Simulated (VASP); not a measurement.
A VASP calculation is set up with these files.

### POSCAR
```
Li2O
1
    0.0000000000     2.2076522094     2.2076522094
    2.2076522094     0.0000000000     2.2076522094
    2.2076522094     2.2076522094     0.0000000000
Li O
2 1
Direct
  0.2500000000   0.2500000000   0.2500000000
  0.7500000000   0.7500000000   0.7500000000
  0.0000000000   0.0000000000   0.0000000000
```

File KPOINTS:
```
Automatic mesh
0
Gamma
9 9 9
0 0 0
```

### INCAR
```
! general
SYSTEM  = Li2O
PREC    = Accurate
ENCUT   = 620
LREAL   = .FALSE.
LASPH   = .TRUE.

! electronic loop
EDIFF   = 1E-6
NELM    = 100
ALGO    = Normal

! smearing
ISMEAR  = 0
SIGMA   = 0.05

! ions
IBRION  = 2
NSW     = 40
ISIF    = 3
EDIFFG  = -0.02
PSTRESS = 100

! output
LWAVE   = .FALSE.
LCHARG  = .FALSE.
```

POTCAR, in this order: Li_sv O (LDA.64 set). Program: vasp_std.

Translate this LDA calculation to Ansatz.

One equivalent input (not run):
Ansatz 0.2 input:
```yaml
crystal:
  lattice:
    - [0.0000000, 2.2076522, 2.2076522]
    - [2.2076522, 0.0000000, 2.2076522]
    - [2.2076522, 2.2076522, 0.0000000]
  atoms:
    - { symbol: Li, position: [0.2500000, 0.2500000, 0.2500000] }
    - { symbol: Li, position: [0.7500000, 0.7500000, 0.7500000] }
    - { symbol: O, position: [0.0000000, 0.0000000, 0.0000000] }
kpoints:
  mp_grid: { grid: [9, 9, 9] }
hamiltonian:
  xc: lda
  pseudopotentials: { kind: paw }
scf:
  occupations: { method: gaussian, width: 0.05 }
  max_iter: 100
relax:
  max_steps: 40
  f_tol: 0.02
  cell: { p_target: 10 }
output: { forces: true, stress: true, eigenvalues: true }
```
The two are equivalent in intent, not identical: each code has its own PAW files, so the cut-off isn't converted (ENCUT is set for VASP's; basis.ecutwfc is left out, and Ansatz then takes the one that its files recommend); Ansatz stops its SCF on the density residual and VASP on the energy change (EDIFF); Ansatz's lda is the Perdew-Wang form, while the LDA potentials of VASP carry Perdew-Zunger's.

The compound is Li2O in the antifluorite structure. This run relaxes it under an external pressure of 10 GPa. Symmetry was kept, so distortions that lower it aren't found.
